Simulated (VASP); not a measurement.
Here is a VASP 6.6.1 calculation.

The input INCAR:

```
SYSTEM = SrCdSiS4
PREC = Accurate
ENCUT = 600
EDIFF = 1E-7
ISMEAR = 0
SIGMA = 0.03
LREAL = .FALSE.
LASPH = .TRUE.
NELM = 80
ALGO = Normal
ISIF = 3
LWAVE = .FALSE.
LCHARG = .FALSE.
GGA = PS
IBRION = 2
NSW = 90
EDIFFG = -0.005
KPAR = 4
```

KPOINTS

```
regular mesh
0
G
  4 6 6
  0 0 0
```

File POSCAR:

```
SrCdSiS4                                
1.0
   10.2587994176      0.0000000000      0.0000000000
    0.0000000000      5.0415867914      3.1634963931
    0.0000000000     -5.0415867914      3.1634963931
  Sr              Cd              Si              S             
     2     2     2     8
Direct
     0.0000000000000000    0.0022309090969298    0.0022309090969298
     0.5000000000000000    0.0022309090969298    0.0022309090969298
     0.7500000000000000    0.2732501935610784    0.6080540854377405
     0.2500000000000000    0.6080540854377405    0.2732501935610784
     0.7500000000000000    0.7065528956116000    0.2716726381535678
     0.2500000000000000    0.2716726381535678    0.7065528956116000
     0.4181019086454563    0.4657042929892126    0.9143297281699202
     0.5818980913545438    0.9143297281699202    0.4657042929892126
     0.0818980913545437    0.4657042929892126    0.9143297281699202
     0.9181019086454562    0.9143297281699202    0.4657042929892126
     0.7500000000000000    0.7130841424692740    0.9125806503788978
     0.2500000000000000    0.9125806503788978    0.7130841424692740
     0.7500000000000000    0.3232547923194593    0.1914207415562594
     0.2500000000000000    0.1914207415562594    0.3232547923194593
```

Potentials or basis: VASP PAW PBE potentials, release 64 (Sr_sv, Cd, Si, S).

Launch:

```sh
$ cat potpaw_PBE.64/Sr_sv/POTCAR potpaw_PBE.64/Cd/POTCAR potpaw_PBE.64/Si/POTCAR potpaw_PBE.64/S/POTCAR > POTCAR
$ mpirun -np 4 vasp_std > vasp.out
```

Problem. Predict the relaxed cell.

Solution. a = 10.263 Å, b = 5.954 Å, c = 5.954 Å, α = 115.81°, β = 90.00°, γ = 90.00°.

Problem. Estimate the space group after relaxing (to 0.05 Å).

Solution. Ama2 (No. 40).

Problem. Predict the relaxed volume.

Solution. 23.39 Å³/atom.

Forces in eV/Å, atoms in the order of the input:
```
Sr   0.000  0.000  0.003
Sr   0.000  0.000  0.003
Cd   0.000  0.003  0.001
Cd   0.000 -0.003  0.001
Si   0.000  0.000 -0.003
Si   0.000  0.000 -0.003
S    0.001  0.000  0.002
S   -0.001  0.000  0.002
S   -0.001  0.000  0.002
S    0.001  0.000  0.002
S    0.000  0.002 -0.003
S    0.000 -0.002 -0.003
S    0.000 -0.002 -0.003
S    0.000  0.002 -0.003
```

Caveat: the PAW data sets were made with another functional, which shifts forces and pressure a little.
